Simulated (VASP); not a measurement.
Here is the system:

```
CELL_PARAMETERS angstrom
      0.00000     2.67838     2.67838
      2.67838     0.00000     2.67838
      2.67838     2.67838     0.00000
ATOMIC_POSITIONS crystal
  Si 0.00000 0.00000 0.00000
  Si 0.25000 0.25000 0.25000
```

Calculation: r2SCAN meta-GGA, VASP's PBE PAW potentials (set 64) (plane waves; VASP). Numerical set-up: 500 eV cut-off, 9×9×9 Γ-centred mesh, Gaussian smearing of 0.050 eV, potentials Si.

Energy and stress use the plane-wave basis of the starting cell.

Q: The ions, cell shape and volume at an external pressure of 10.0 GPa are relaxed. Which structure does the run end with?

A: 
```
CELL_PARAMETERS angstrom
      0.00000     2.64352     2.64352
      2.64352     0.00000     2.64352
      2.64352     2.64352     0.00000
ATOMIC_POSITIONS crystal
  Si 0.00000 0.00000 0.00000
  Si 0.25000 0.25000 0.25000
```
Space group Fd-3m (227), at a tolerance of 0.03 Å.

Q: How do energy and volume change from the first to the last step?

A: The energy (σ→0) changes by +34.1 meV/atom and the volume by -3.9 %, in 3 ionic steps.

The compound is Si in the diamond structure. This run relaxes it under an external pressure of 10 GPa. Symmetry was kept, so distortions that lower it aren't found.
